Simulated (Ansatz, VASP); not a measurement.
## AlH3 in two plane-wave programs

Aim: how closely do two programs agree when they are given the same cell, functional and k mesh? The cell is taken from a series of runs on this material, whose earlier steps may have relaxed, scaled, displaced or heated it; both programs get it as it stands.

Program: Ansatz 0.2.0. Level of theory: plane waves, with VASP 6.6.1 beside it; G0W0 gap at LDA. Results are calculated unless marked as measured.

### 1. Set-up

It takes space group Fd-3m (No. 227, cubic). The conventional cell has a = 8.979 Å, b = 8.979 Å, c = 8.979 Å, α = 90.00°, β = 90.00°, γ = 90.00°. Al has 6 H at 1.71 Å nearest. H has 2 Al at 1.71 Å nearest. Farther neighbours are not listed.

### 2. Ansatz: G0W0 gap, LDA

Ansatz runs on its default PAW (the set named soft_2) files.

Quasiparticle shifts depend on high empty states and on the cores, so they are the hardest test of two PAW sets.

input.yaml

```yaml
crystal:
  lattice:
    - [0.0, 4.48935055, 4.48935055]
    - [4.48935055, 0.0, 4.48935055]
    - [4.48935055, 4.48935055, 0.0]
  atoms:
    - { symbol: Al, position: [0.625, 0.125, 0.125] }
    - { symbol: Al, position: [0.125, 0.625, 0.125] }
    - { symbol: Al, position: [0.125, 0.125, 0.625] }
    - { symbol: Al, position: [0.125, 0.125, 0.125] }
    - { symbol: H, position: [0.80509041, 0.80509041, 0.19490959] }
    - { symbol: H, position: [0.19490959, 0.19490959, 0.80509041] }
    - { symbol: H, position: [0.80509041, 0.19490959, 0.80509041] }
    - { symbol: H, position: [0.19490959, 0.80509041, 0.19490959] }
    - { symbol: H, position: [0.19490959, 0.80509041, 0.80509041] }
    - { symbol: H, position: [0.80509041, 0.19490959, 0.19490959] }
    - { symbol: H, position: [0.44490959, 0.44490959, 0.05509041] }
    - { symbol: H, position: [0.05509041, 0.05509041, 0.44490959] }
    - { symbol: H, position: [0.44490959, 0.05509041, 0.44490959] }
    - { symbol: H, position: [0.05509041, 0.44490959, 0.05509041] }
    - { symbol: H, position: [0.05509041, 0.44490959, 0.44490959] }
    - { symbol: H, position: [0.44490959, 0.05509041, 0.05509041] }
kpoints:
  mp_grid: { grid: [2, 2, 2] }
hamiltonian:
  xc: lda
scf:
  occupations: { method: fixed }
gw:
  n_empty_bands: 386
  ecut_chi: 96
  qp_bands: [v4, c4]
  qp_kpoints: band_edges
  screening: { model: contour_deformation }
```

Run with:

```bash
$ ansatz run input.yaml --threads 3 --pin off --max-ram 92160MiB --backend cuda --events-out ev --progress --plain --runs-dir out --devices 1 --max-vram 13GiB
```

Numbers of over 12 decimals in the logs are rounded to 6 here.

The program printed:

```text
GPUs: using 1 of 1 available (devices: 1).
Engine: ansatz 0.2.0, x86_64-unknown-linux-gnu
Pseudopotentials: kind: paw
Pseudopotential: Al, paw, valence charge 3, recommended cutoff 420 eV (normal), Al.paw.azcp
Pseudopotential: H, paw, valence charge 1, recommended cutoff 420 eV (normal), H.paw.azcp
Functional definition: SPW92
  exchange = slater_x
  correlation = pw_c
device memory: the entry about to start is reckoned to put 2.2 GiB on a device that reports 43.6 GiB free (of which the cap on the GPU budget leaves the run 13.0 GiB)
GPU FFT provider: cuFFT
GPU libraries: cuBLAS 13.8.2, cuFFT 12.4.0, cuSOLVER 12.3.4
Crystal: 16 atoms, lattice volume = 180.959 Å³
Basis set: ecut = 420 eV, 3527 PW (Γ)
Bands: 28, of which v1, the nominal top of the filled ones, is band 12 counted from 1 (11 counted from 0)
Symmetry: 48 space group operations
Space group: Fd-3m (ITA 227), of the structure as read, at distance tolerance 5.7e-5 Å
k-points: 3 of 8
Non-local potential: Al, projectors of the file, l = 0: 2, l = 1: 2, l = 2: 1
Non-local potential: H, projectors of the file, l = 0: 2, l = 1: 1
PAW form: soft (Blöchl's): semilocal exchange-correlation on the pseudo side does not see the compensation charge
PAW frozen core: Al, regenerated for the run's functional, and the local potential with it (the file was generated under x = pbe(κ = 0.804, μ = 0.219515), c = pbe(β = 0.066725))
PAW one-centre angular grid: Al, 110 points (default); XC on 64 Gauss nodes
PAW one-centre angular grid: H, 110 points (default); XC on 64 Gauss nodes
Initial density: superposition of atomic densities (neutral atoms: chi_scale 0, normalization atom), corrected by the library's trained network
Initial wavefunctions: pseudopotential atomic-orbital guess
GPU buffer pool allocated for 91125 grid points (all kernels)
GPU transforms: local potential and band sums: pruned to the plane-wave sphere, on 45×45×45
Functional: x = slater, c = lda
SCF iter   1: F=—  HF=-2238.952454 eV  |F-HF|=—  |Δ(HF+E_count)|=         —  Δρ=1.17e-2  dr2=1.76e-1  ethr=1.77e-3  ⟨swp⟩=4.7  Hψ=355  notcnv=0  defer=36
preconditioner: auto → none  [insulator: Δε(μ)=2.691 eV  Ē_g=10.674 eV  n_scr=14 (ndim 8)  ℏωp=13.5 eV  f_vac=0.153  ε∞_Penn≈2.6]
SCF iter   2: F=—  HF=-2238.895438 eV  |F-HF|=—  |Δ(HF+E_count)|=   5.70e-2  Δρ=3.69e-3  dr2=1.75e-2  ethr=7.32e-4  ⟨swp⟩=2.0  Hψ=116  notcnv=0  defer=40
SCF iter   3: F=—  HF=-2238.891439 eV  |F-HF|=—  |Δ(HF+E_count)|=   4.00e-3  Δρ=2.58e-4  dr2=1.00e-4  ethr=7.29e-5  ⟨swp⟩=2.7  Hψ=91  notcnv=0  defer=40
SCF iter   4: F=—  HF=-2238.891515 eV  |F-HF|=—  |Δ(HF+E_count)|=   7.64e-5  Δρ=7.09e-5  dr2=6.09e-6  ethr=4.17e-7  ⟨swp⟩=2.3  Hψ=92  notcnv=0  defer=39
iter 5 did not close the SCF: its close was put off for the readings that it lacked (scf_convergence_deferred on its scf_iter line)
SCF iter   5: F=-2238.891523 eV  HF=-2238.891523 eV  |F-HF|=5.14e-9  |Δ(HF+E_count)|=   8.04e-6  Δρ=2.51e-6  dr2=1.44e-8  ethr=2.54e-8  ⟨swp⟩=2.0  Hψ=66  notcnv=0  defer=39
SCF iter   6: F=-2238.891523 eV  HF=-2238.891523 eV  |F-HF|=7.00e-11  |Δ(HF+E_count)|=   2.03e-9  Δρ=4.10e-7  dr2=3.44e-10  ethr=6.01e-11  ⟨swp⟩=10.7  Hψ=549  notcnv=0
SCF 1 converged in 6 iterations: F = -2238.891523 eV  dr2 = 3.44e-10
  greatest PAW one-centre occupation: 0.399 electrons in one spin orbital (limit 2), on the Al atom at site 3 (counted from 0), in its partial waves of l = 0
device memory: the entry about to start is reckoned to put 3.0 GiB on a device that reports 42.2 GiB free (of which the cap on the GPU budget leaves the run 13.0 GiB)
NSCF: frozen V_eff on 3 k-points
the band table was solved once the SCF had ended and its energy, with any forces and stress, was formed, with the checks that follow a solve (402 applications of the Hamiltonian). They found nothing against the state; the energy, forces and stress were not computed again (output.eigenvalues in the input reference)
device memory: the entry about to start is reckoned to put 4.6 GiB on a device that reports 42.7 GiB free (of which the cap on the GPU budget leaves the run 13.0 GiB)
NSCF: frozen V_eff on 3 k-points
G₀W₀ screening: q 1/3
[... further progress lines ...]
device memory: the entry about to start is reckoned to put 0.5 GiB on a device that reports 42.6 GiB free (of which the cap on the GPU budget leaves the run 13.0 GiB)
NSCF: frozen V_eff on 1 k-points
device memory: the entry about to start is reckoned to put 0.5 GiB on a device that reports 42.6 GiB free (of which the cap on the GPU budget leaves the run 13.0 GiB)
NSCF: frozen V_eff on 1 k-points
SCF converged after 6 iterations
Free energy (F): -2238.891523 eV
Harris-Foulkes:  -2238.891523 eV  (|F-HF|=7.00e-11)
Internal energy: -2238.891523 eV  (E = F + TS)
E sigma→0 (E₀):  -2238.891523 eV
Fermi energy:    -0.140861 eV
--- Per-component energies (eV) ---
  E_band       = -98.651356
  E_kinetic    = 262.282257
  E_local      = -405.322077  (includes V_loc(G=0)·N_el)
  E_nonlocal   = 58.784538
  E_hartree    = 132.832919
  E_xc         = -263.956111
  E_vxc        = -256.507952  (∫ρ·V_xc dr)
  E_paw        = -1779.056691  (= ΣΔE_a)
  E_vpaw       = -23.538612  (= ΣTr[D̂ρ^β])
  E_aug_tail   = -0.015123  (compensation charges beyond the density's cutoff)
  E_ewald      = -244.664101
  E_core_change = 0.222866  (= ΣΔE_core)
  E_smearing   = -0.000000  (= −TS)
  E_closure    = 0.000000  (closes the sum)
  Σ components = -2238.891523   (vs F -2238.891523, Δ=0.00e0)
--- Band table (eV) ---
  k-point 0: bands = [... 8 lower, -3.7083, -3.7083, -0.1409, -0.1409, 2.9307, 4.3736, 4.3736, 4.3736, ... 12 higher]
  k-point 1: bands = [... 8 lower, -2.3278, -1.9142, -1.5020, -1.5020, 3.0935, 3.8733, 4.8784, 4.8784, ... 12 higher]
  k-point 2: bands = [... 8 lower, -2.2209, -2.2209, -1.5082, -1.5082, 2.7031, 2.7031, 5.3840, 5.3840, ... 12 higher]
--- G₀W₀: contour deformation, 6 samples at zero and on the imaginary axis and 1 off it, 8 q-points, 386 empty bands' worth ---
  eigenvalues of the whole cell's RPA ε∞ on this k-mesh (on a slab, of 1 + 4πα/V) = 3.6594, 3.6594, 3.6594; static W/v taken at q = 0 is 0.273267
  bands read: the sum over 398 bands ends inside a degenerate multiplet in 1 slot, whose members it reads at an even weight; the widest, k=0: bands 398 to 400 (counted from 1) at 1/3 each
  gw.qp_kpoints: band_edges: 3 of 3 stored k-points solved, in 1 pass; an edge of the gap read off the rows below is read off those points alone
    ik  band        ε_KS         Σx   Σc(E_QP)       V_xc       Z   E_QP_lin       E_QP  E_QP is
     0     9     -3.7083   -16.4416     3.2882   -11.7924  0.7289    -5.1208    -5.0693  root
     0    10     -3.7083   -16.4416     3.2882   -11.7924  0.7289    -5.1208    -5.0693  root
     0    11     -0.1409   -15.6659     2.0958   -12.2746  0.7689    -1.4620    -1.4364  root
     0    12     -0.1409   -15.6659     2.0958   -12.2746  0.7689    -1.4620    -1.4364  root
     0    13      2.9307    -2.9258    -3.4978    -7.0642  0.8147     3.5768     3.5713  root
     0    14      4.3736    -3.4319    -3.7242    -7.9035  0.8027     5.1297     5.1210  root
     0    15      4.3736    -3.4319    -3.7242    -7.9035  0.8027     5.1297     5.1210  root
     0    16      4.3736    -3.4319    -3.7242    -7.9035  0.8027     5.1297     5.1210  root
     1     9     -2.3278   -15.9683     2.6927   -11.9518  0.7494    -3.6880    -3.6516  root
     1    10     -1.9142   -15.8143     2.4742   -12.0444  0.7560    -3.2423    -3.2101  root
     1    11     -1.5020   -15.4656     2.2892   -11.9421  0.7588    -2.7645    -2.7363  root
     1    12     -1.5020   -15.4656     2.2892   -11.9421  0.7588    -2.7645    -2.7363  root
     1    13      3.0935    -6.0632    -3.7997   -10.8583  0.7926     4.1039     4.0890  root
     1    14      3.8733    -2.6403    -3.5571    -6.8414  0.8133     4.5233     4.5173  root
     1    15      4.8784    -7.3222    -4.0474   -12.3652  0.7703     5.8937     5.8740  root
     1    16      4.8784    -7.3222    -4.0474   -12.3652  0.7703     5.8937     5.8740  root
     2     9     -2.2209   -16.0074     2.6133   -12.0779  0.7517    -3.5706    -3.5370  root
     2    10     -2.2209   -16.0074     2.6133   -12.0779  0.7517    -3.5706    -3.5370  root
     2    11     -1.5082   -15.5038     2.3107   -11.9290  0.7602    -2.8012    -2.7723  root
     2    12     -1.5082   -15.5038     2.3107   -11.9290  0.7602    -2.8012    -2.7723  root
     2    13      2.7031    -6.8681    -3.7510   -11.6637  0.7897     3.7632     3.7477  root
     2    14      2.7031    -6.8681    -3.7510   -11.6637  0.7897     3.7632     3.7477  root
     2    15      5.3840    -4.1164    -3.9398    -8.8248  0.7890     6.1621     6.1526  root
     2    16      5.3840    -4.1164    -3.9398    -8.8248  0.7890     6.1621     6.1526  root
```

(Part 1 of 2 ends here.)

[Lines on the potential files, build, host, timing and source positions are cut from VASP's logs without a mark.]

[Logs are printed without paths, hosts, clocks, repeated set-up lines and the standing remarks that a program may print on its own settings, such as how far it seeks lower states.]

[Hosts, paths, dates, database ids (printed as entryN), source tags and the programs' standing remarks are cut or masked in the printed files.]
